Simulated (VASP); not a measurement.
Consider the following.

```
C
1.0
    1.23401    -2.13736     0.00000
    1.23401     2.13736     0.00000
    0.00000     0.00000     6.52964
C
4
Direct
  0.00000   0.00000   0.25000
  0.00000   0.00000   0.75000
  0.33333   0.66667   0.25000
  0.66667   0.33333   0.75000
```

Method: vdW-DF-cx, VASP's PBE PAW potentials (set 64) (plane waves; VASP). Run with 520 eV cut-off, Gaussian smearing of 0.050 eV, potentials C.

Task: Estimate the band gap (along the path) with the smallest direct gap where there is one.

Result: 
| Quantity | Value |
|---|---|
| band gap (along the path) | none (metal, semimetal or under 0.01 eV) |

The compound is C in the graphite structure. It was relaxed first.
